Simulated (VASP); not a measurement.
# Nb3VN4 (ordered alloy cell): computed properties

These are PBEsol GGA, VASP's PBE PAW potentials (set 64) (plane waves; VASP) values and carry that method's errors.

```yaml
space_group: Pm-3m (221)
cell: a = 4.3191 Å, b = 4.3191 Å, c = 4.3191 Å, α = 90.00°, β = 90.00°, γ = 90.00°
volume_per_atom: 10.07 Å^3/atom
band gap (over mesh and band path): none (metal, semimetal or under 0.01 eV)
density: 7.95 g/cm³
```

```
CELL_PARAMETERS angstrom
      4.31913     0.00000     0.00000
      0.00000     4.31913     0.00000
      0.00000     0.00000     4.31913
ATOMIC_POSITIONS crystal
  V  0.00000 0.00000 0.00000
  N  0.50000 0.50000 0.50000
  N  0.00000 0.00000 0.50000
  N  0.00000 0.50000 0.00000
  N  0.50000 0.00000 0.00000
  Nb 0.50000 0.50000 0.00000
  Nb 0.50000 0.00000 0.50000
  Nb 0.00000 0.50000 0.50000
```

The structure was generated: Nb3VN4 was put into an ordered model structure (Pm-3m), which need not be its known phase. It was relaxed first. Symmetry was kept, so distortions that lower it aren't found. The run is not spin-polarised, so no magnetic state was tried.
